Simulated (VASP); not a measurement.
VASP ran on this input.

**POSCAR**
```
NiAl
1
    2.9940906318     0.0000000000     0.0000000000
    0.0000000000     2.9940906318     0.0000000000
    0.0000000000     0.0000000000     2.9940906318
Al Ni
1 1
Direct
  0.5000000000   0.5000000000   0.5000000000
  0.0000000000   0.0000000000   0.0000000000
```

File KPOINTS:
```
K-points
0
gamma
12 12 12
0 0 0
```

INCAR:
```
# general
SYSTEM    =  NiAl
PREC      =  Accurate
ENCUT     =  520   # plane-wave cut-off (eV)
LREAL     =  F   # projection in real space or not
LASPH     =  T

# electronic loop
EDIFF     =  1E-7
NELM      =  100   # most electronic steps
ALGO      =  Normal
LMAXMIX   =  4

# smearing
ISMEAR    =  1
SIGMA     =  0.1   # width (eV)

# functional
GGA       =  ML
LUSE_VDW  =  T
AGGAC     =  0.0
ZAB_VDW   =  -1.8867

# ions
ISIF      =  2

# output
LWAVE     =  F
LCHARG    =  F
```

POTCAR, in this order: Al Ni (PBE.64 set). Program: vasp_std.

**Question.** Translate this vdW-DF2 calculation to Quantum ESPRESSO's pw.x.

**Answer.** One equivalent input (not run):
```
&CONTROL
  calculation = 'scf'
  pseudo_dir = './pseudo'
  outdir = './out'
  tprnfor = .true.
  tstress = .true.
/
&SYSTEM
  ibrav = 0
  nat = 2
  ntyp = 2
  ecutwfc = 98
  occupations = 'smearing'
  smearing = 'methfessel-paxton'
  degauss = 0.00735
  input_dft = 'vdw-df2'
/
&ELECTRONS
  conv_thr = 7.3e-09
  electron_maxstep = 100
/
ATOMIC_SPECIES
  Al 26.982 Al.upf
  Ni 58.693 Ni.upf
CELL_PARAMETERS angstrom
     2.9940906    0.0000000    0.0000000
     0.0000000    2.9940906    0.0000000
     0.0000000    0.0000000    2.9940906
ATOMIC_POSITIONS crystal
  Al   0.5000000  0.5000000  0.5000000
  Ni   0.0000000  0.0000000  0.0000000
K_POINTS automatic
  12 12 12 0 0 0
```
Limits of the translation: the potentials are each code's own (VASP's PAW set, PseudoDojo norm-conserving files in pw.x), so ENCUT and ecutwfc are chosen apart and not converted; conv_thr bounds pw.x's estimated SCF error, while EDIFF bounds the energy change between steps.

The compound is NiAl in the CsCl type structure. This cell is one point of a volume scan, at 1.06 of the reference volume.
